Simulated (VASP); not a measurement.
Input for VASP

INCAR:
```
SYSTEM = HgI
PREC = Accurate
ENCUT = 400
EDIFF = 1E-8
NELM = 100
ALGO = Normal
LREAL = .FALSE.
LASPH = .TRUE.
ISMEAR = 0
SIGMA = 0.05
LMAXMIX = 6
LWAVE = .FALSE.
LCHARG = .FALSE.
IBRION = 1
ISIF = 2
NSW = 30
EDIFFG = -0.001
```

### KPOINTS
```
kpoints
0
Gamma
 6 6 6
0 0 0
```

POSCAR:
```
HgI
1.0
 -2.3464885255   2.3464885255   5.8131083507
  2.3464885255  -2.3464885255   5.8131083507
  2.3464885255   2.3464885255  -5.8131083507
Hg I
2 2
Cartesian
  0.0000000000  -0.0000000000  10.3174549906
 -0.0000000000   0.0000000000   1.3087617108
  0.0000000000  -0.0000000000   7.5525632511
  2.3464885255   2.3464885255  -1.7394549004
```

POTCAR, in this order: Hg I (LDA.64 set). Program: vasp_std.

Task: Write an equivalent input for Quantum ESPRESSO's pw.x.

Result: One equivalent input (not run):
```
&CONTROL
  calculation = 'relax'
  pseudo_dir = './pseudo'
  outdir = './out'
  tprnfor = .true.
  tstress = .true.
  nstep = 30
  forc_conv_thr = 3.9e-05
/
&SYSTEM
  ibrav = 0
  nat = 4
  ntyp = 2
  ecutwfc = 70
  occupations = 'smearing'
  smearing = 'gaussian'
  degauss = 0.003675
  input_dft = 'pz'
/
&ELECTRONS
  conv_thr = 7.3e-10
  electron_maxstep = 100
/
&IONS
/
ATOMIC_SPECIES
  Hg 200.592 Hg.upf
  I 126.904 I.upf
CELL_PARAMETERS angstrom
    -2.3464885    2.3464885    5.8131084
     2.3464885   -2.3464885    5.8131084
     2.3464885    2.3464885   -5.8131084
ATOMIC_POSITIONS crystal
  Hg   0.8874301  0.8874301  0.0000000
  Hg   0.1125699  0.1125699  0.0000000
  I    0.6496149  0.6496149  0.0000000
  I    0.3503851  0.3503851  1.0000000
K_POINTS automatic
  6 6 6 0 0 0
```
Limits of the translation: the potentials are each code's own (VASP's PAW set, PseudoDojo norm-conserving files in pw.x), so ENCUT and ecutwfc are chosen apart and not converted; conv_thr bounds pw.x's estimated SCF error, while EDIFF bounds the energy change between steps; forc_conv_thr acts on force components and is met together with etot_conv_thr.

The structure comes from a computed database's HgI entry (I4/mmm); how it stands against other phases isn't given here. This run relaxes the ions in a fixed cell. Symmetry was kept, so distortions that lower it aren't found. The start is the result of an earlier pass.
